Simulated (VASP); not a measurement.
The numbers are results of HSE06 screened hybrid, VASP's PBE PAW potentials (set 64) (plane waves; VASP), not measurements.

Input for VASP

### KPOINTS
```
Automatic
0
Gamma
 1 1 1
```

**POSCAR**
```
LiC64
7.1465550
  1.0000000222   0.0000000000   0.0000000000
  0.0000000000   1.0000000222   0.0000000000
  0.0000000000   0.0000000000   1.0000000222
C Li
64 1
Cartesian
  0.5003428698   0.9987837628   0.9994787709
  0.6279908637   0.1218380554   0.1225329071
  0.7510675954   0.2494551847   0.9995210344
  0.8751914265   0.3746767524   0.1245806490
  0.7510275642   0.9988189625   0.2501607955
  0.8751752636   0.1238959891   0.3753457878
  0.0001566653   0.9996028895   0.0003125885
  0.1251593251   0.1246276934   0.1253077309
  0.2495067907   0.2489760323   0.9988034723
  0.3751867791   0.3747239156   0.1182217340
  0.5009010482   0.5004203261   0.9987971083
  0.6252068538   0.6247455914   0.1253534545
  0.7502522458   0.7497277513   0.0003423950
  0.8751815813   0.8747221076   0.1252845131
  0.2494775025   0.9981301300   0.2496416991
  0.3752020004   0.1175303109   0.3753988159
  0.5069081414   0.2430480293   0.2437209949
  0.6324916618   0.3747552858   0.3754204196
  0.7517992601   0.5004217451   0.2496552870
  0.8751992656   0.6255117144   0.3753662101
  0.5009122382   0.9981270605   0.5010676095
  0.6252719416   0.1246584459   0.6254439371
  0.7518094412   0.2489877086   0.5011107561
  0.8752203508   0.3746770446   0.6262222517
  0.7502766071   0.9995974697   0.7504683003
  0.8752223596   0.1245621744   0.8754000970
  0.9993156827   0.4998815859   0.9995186963
  0.1223336788   0.6275882011   0.1225086469
  0.2499614716   0.7505677912   0.9994775123
  0.3751623071   0.8747007580   0.1245594734
  0.9985964579   0.2489703769   0.2496335635
  0.1179659299   0.3746664529   0.3753728832
  0.2434975571   0.5064214659   0.2436959948
  0.3752352006   0.6319600439   0.3754261291
  0.5008817831   0.7513056440   0.2496685642
  0.6259882063   0.8747131672   0.3753805255
  0.9993293723   0.9988550857   0.5005397807
  0.1223571077   0.1218508250   0.6281990176
  0.2434913603   0.2429876481   0.5071187596
  0.3752791704   0.3747257629   0.6326807142
  0.5070622352   0.5064725804   0.5071878115
  0.6282005451   0.6275985689   0.6283289530
  0.7511175199   0.7505920788   0.5005946445
  0.8752309348   0.8747237626   0.6254555603
  0.2500067155   0.9988422939   0.7511830225
  0.3752198529   0.1238960170   0.8753559580
  0.5009674903   0.2489787640   0.7520158747
  0.6260251542   0.3747036834   0.8754153330
  0.7511474473   0.4998945305   0.7513243607
  0.8752260206   0.6247688404   0.8754128120
  0.9993193752   0.7506039378   0.2501509880
  0.1244112215   0.8747233799   0.3753539272
  0.9985893421   0.5003932987   0.5010763971
  0.1251674966   0.6247229279   0.6253822783
  0.2494897750   0.7512824754   0.5010592850
  0.3752222594   0.8747044507   0.6261231018
  0.9993592319   0.2494570379   0.7512660324
  0.1244267552   0.3746683758   0.8753755829
  0.2495011558   0.5004022182   0.7519627647
  0.3751911883   0.6255054705   0.8753685267
  0.5004331883   0.7505685226   0.7512535155
  0.6252677568   0.8746814661   0.8753854086
  0.0001794167   0.7497264149   0.7504255676
  0.1251359790   0.8747081305   0.8753380094
  0.3752867782   0.3748466399   0.3756014689
```

INCAR:
```
SYSTEM = LiC64
PREC = Normal; ENCUT = 400; LREAL = Auto
LASPH = T; ISYM = 0; NELECT = 256.0
EDIFF = 1E-5; NELM = 50; NELMIN = 4
ALGO = Normal
ISMEAR = 0; SIGMA = 0.05
GGA = PE; LHFCALC = T; AEXX = 0.25
HFSCREEN = 0.2; PRECFOCK = Fast
ISIF = 0
LWAVE = F; LCHARG = F
```

POTCAR, in this order: C Li (PBE.64 set). Program: vasp_gam. Read from the step before: WAVECAR.

**Question.** What will the output report for the number of irreducible k-points (NKPTS), largest plane-wave count, FFT grid (NGX, NGY, NGZ)?

**Answer.** 
```
Quantity                                      Result
--------------------------------------  ------------
number of irreducible k-points (NKPTS)             1
largest plane-wave count                        3310
FFT grid (NGX, NGY, NGZ)                36 × 36 × 36
```

The cell is a supercell with a defect, built from C (diamond): Li_i, charge +1. The cell's shape comes from a PBE relaxation. The run is not spin-polarised, so no state with unpaired spins was tried.
